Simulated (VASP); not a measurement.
Computed with PBE GGA, VASP's PBE PAW potentials (set 64) (plane waves; VASP).

A VASP calculation is set up with these files.

POSCAR:
```
CoAl
1
    2.9069040000     0.0000000000     0.0000000000
    0.0000000000     2.9069040000     0.0000000000
    0.0000000000     0.0000000000     2.9069040000
Al Co
1 1
Direct
  0.5000000000   0.5000000000   0.5000000000
  0.0000000000   0.0000000000   0.0000000000
```

### INCAR
```
# general
SYSTEM  = CoAl
PREC    = Accurate
ENCUT   = 300
LREAL   = .FALSE.
LASPH   = .TRUE.

# electronic loop
EDIFF   = 1E-6   # SCF stop (eV)
NELM    = 100
ALGO    = Normal   # blocked Davidson
LMAXMIX = 4   # l cut-off of mixed one-centre charges

# smearing
ISMEAR  = -1   # Fermi-Dirac
SIGMA   = 0.05

# functional
GGA     = PE   # PBE

# ions
ISIF    = 2

# output
LWAVE   = .FALSE.
LCHARG  = .FALSE.
```

### KPOINTS
```
K-points
0
G
 15 15 15
```

POTCAR, in this order: Al Co (PBE.64 set). Program: vasp_std.

At this cut-off the stress carries a Pulay error, which pulls relaxed volumes low.

Predict the energy per atom (σ→0), pressure, band gap (on the k-mesh).

- energy per atom (σ→0): -5.975 eV/atom
- band gap (on the k-mesh): none (metal, semimetal or under 0.01 eV)
- pressure: -9.08 GPa

**OSZICAR**
```
...
DAV:   7    -0.119681451963E+02    0.48559E+01   -0.34441E+01  2644   0.762E+01    0.168E+00
DAV:   8    -0.119666511804E+02    0.14940E-02   -0.22817E-01  2494   0.379E+00    0.113E+00
DAV:   9    -0.119537580004E+02    0.12893E-01   -0.41832E-02  2828   0.271E+00    0.287E-01
DAV:  10    -0.119533387264E+02    0.41927E-03   -0.10126E-03  2660   0.374E-01    0.120E-01
DAV:  11    -0.119533274256E+02    0.11301E-04   -0.22560E-05  3124   0.484E-02    0.159E-02
DAV:  12    -0.119533263700E+02    0.10556E-05   -0.23969E-06  2190   0.158E-02    0.402E-03
DAV:  13    -0.119533261614E+02    0.20861E-06   -0.41455E-07  1256   0.493E-03
   1 F= -.11953326E+02 E0= -.11949308E+02  d E =-.803586E-02
```

The structure is a typed CoAl crystal. The cell was not relaxed at this level. The run is not spin-polarised, so no magnetic state was tried.
